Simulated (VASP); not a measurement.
Calculation: PBE GGA, VASP's PBE PAW potentials (set 64) (plane waves; VASP 6.6.1).

VASP ran on this input.

### INCAR
```
ALGO = Normal
EDIFF = 1E-6
ENCUT = 300
GGA = PE
ISIF = 2
ISMEAR = -1
LASPH = .True.
LCHARG = .False.
LMAXMIX = 4
LREAL = .False.
LWAVE = .False.
NELM = 100
PREC = Accurate
SIGMA = 0.1
SYSTEM = V
```

POSCAR:
```
V
1
   -1.5087880000     1.5087880000     1.5087880000
    1.5087880000    -1.5087880000     1.5087880000
    1.5087880000     1.5087880000    -1.5087880000
V
1
Direct
  0.0000000000   0.0000000000   0.0000000000
```

**KPOINTS**
```
Automatic mesh
0
G
15 15 15
0 0 0
```

POTCAR, in this order: V_sv (PBE.64 set). Program: vasp_std.

Output

OUTCAR:
```
 ion  position               nearest neighbor table
   1  0.000  0.000  0.000-
  LATTYP: Found a body centered cubic cell.
 ALAT       =     3.0175760000
 Subroutine PRICEL returns:
 Original cell was already a primitive cell.
 Subroutine GETGRP returns: Found 48 space group operations
The static configuration has the point symmetry O_h .
The dynamic configuration has the point symmetry O_h .
 Subroutine INISYM returns: Found 48 space group operations
 Subroutine IBZKPT returns following result:
 Found    120 irreducible k-points:

 Following reciprocal coordinates:
            Coordinates               Weight
  0.000000  0.000000  0.000000      1.000000
  0.066667  0.000000  0.000000     12.000000
  0.133333  0.000000  0.000000     12.000000
  0.200000  0.000000  0.000000     12.000000
  0.266667  0.000000  0.000000     12.000000
  0.333333  0.000000  0.000000     12.000000
  0.400000  0.000000  0.000000     12.000000
  0.466667  0.000000  0.000000     12.000000
  0.066667  0.066667  0.000000     24.000000
  0.133333  0.066667  0.000000     48.000000
...
```

### OSZICAR
```
       N       E                     dE             d eps       ncg     rms          rms(c)
DAV:   1     0.514499160844E+02    0.51450E+02   -0.55299E+03  2460   0.958E+02
DAV:   2    -0.964214796576E+01   -0.61092E+02   -0.59443E+02  2468   0.284E+02
DAV:   3    -0.104329394613E+02   -0.79079E+00   -0.77914E+00  2550   0.371E+01
DAV:   4    -0.104367937402E+02   -0.38543E-02   -0.38534E-02  2430   0.257E+00
DAV:   5    -0.104368204213E+02   -0.26681E-04   -0.26681E-04  2496   0.221E-01    0.175E+01
DAV:   6    -0.905121636135E+01    0.13856E+01   -0.57514E+00  2410   0.351E+01    0.156E+00
DAV:   7    -0.903144739172E+01    0.19769E-01   -0.13902E-02  2412   0.160E+00    0.924E-01
DAV:   8    -0.902340222365E+01    0.80452E-02   -0.61740E-03  2410   0.128E+00    0.527E-02
DAV:   9    -0.902341781793E+01   -0.15594E-04   -0.39253E-05  2396   0.919E-02    0.265E-02
DAV:  10    -0.902343060546E+01   -0.12788E-04   -0.36250E-06  2358   0.202E-02    0.129E-03
DAV:  11    -0.902342845028E+01    0.21552E-05   -0.21727E-08  1200   0.214E-03    0.960E-04
DAV:  12    -0.902342769093E+01    0.75935E-06   -0.11612E-08  1200   0.161E-03
   1 F= -.90234277E+01 E0= -.89949931E+01  d E =-.568693E-01
```

OUTCAR:
```
------------------------ aborting loop because EDIFF is reached ----------------------------------------
  FORCE on cell =-STRESS in cart. coord.  units (eV):
  Direction    XX          YY          ZZ          XY          YZ          ZX
  --------------------------------------------------------------------------------------
  Total       -0.3113443     -0.3113443     -0.3113443      0.0000000      0.0000000      0.0000000
  in kB      -36.3083734    -36.3083734    -36.3083734      0.0000000      0.0000000      0.0000000
  external PRESSURE =     -36.3083734 kB  Pullay stress =       0.0000000 kB
  volume of cell :       13.74
      direct lattice vectors                 reciprocal lattice vectors
    -1.508788000  1.508788000  1.508788000     0.000000000  0.331391819  0.331391819
     1.508788000 -1.508788000  1.508788000     0.331391819  0.000000000  0.331391819
     1.508788000  1.508788000 -1.508788000     0.331391819  0.331391819  0.000000000
 POSITION                                       TOTAL-FORCE (eV/Angst)
 -----------------------------------------------------------------------------------
      0.00000      0.00000      0.00000         0.000000     -0.000000      0.000000
 -----------------------------------------------------------------------------------
    total drift:                                0.000000      0.000000      0.000000
  FREE ENERGIE OF THE ION-ELECTRON SYSTEM (eV)
  ---------------------------------------------------
  free  energy   TOTEN  =        -9.0234276909 eV

  energy  without entropy=       -8.9665584093  energy(sigma->0) =       -8.99499305
```
(Selected blocks of OUTCAR.)

**OUTCAR**
```
 val. band max:        9.4838743158   @ k =  -0.2667   0.2667   0.1333

 cond. band min:       9.5188661208   @ k =   0.3333   0.1333   0.0000


 Fermi energy:         9.4983986605

 k-point     1 :       0.0000    0.0000    0.0000
  band No.  band energies     occupation
      1     -54.2417      2.00000
      2     -27.5921      2.00000
      3     -27.5921      2.00000
      4     -27.5921      2.00000
      5       2.9171      2.00000
      6       9.8866      0.04038
      7       9.8866      0.04038
      8       9.8866      0.04038
      9      11.8477      0.00000
     10      11.8477      0.00000

 k-point     2 :       0.0667    0.0000    0.0000
  band No.  band energies     occupation
      1     -54.2338      2.00000
      2     -27.6298      2.00000
      3     -27.6034      2.00000
      4     -27.5919      2.00000
      5       3.0936      2.00000
      6       9.8124      0.08294
      7       9.8703      0.04736
      8      10.0112      0.01179
      9      11.7634      0.00000
     10      11.8529      0.00000

 k-point     3 :       0.1333    0.0000    0.0000
  band No.  band energies     occupation
      1     -54.2116      2.00000
      2     -27.7370      2.00000
      3     -27.6366      2.00000
      4     -27.5928      2.00000
      5       3.6024      2.00000
      6       9.6081      0.50069
      7       9.7893      0.10345
      8      10.3732      0.00032
      9      11.5912      0.00000
     10      11.8712      0.00000

 k-point     4 :       0.2000    0.0000    0.0000
  band No.  band energies     occupation
      1     -54.1788      2.00000
      2     -27.8927      2.00000
      3     -27.6850      2.00000
      4     -27.5937      2.00000
      5       4.3741      2.00000
      6       9.3208      1.71047
      7       9.6039      0.51669
      8      10.9386      0.00000
      9      11.4992      0.00000
     10      11.9108      0.00000

 k-point     5 :       0.2667    0.0000    0.0000
...
```

At this cut-off the stress carries a Pulay error, which pulls relaxed volumes low.

The structure is a typed V crystal (Im-3m). The cell was not relaxed at this level. The run is not spin-polarised, so no magnetic state was tried.
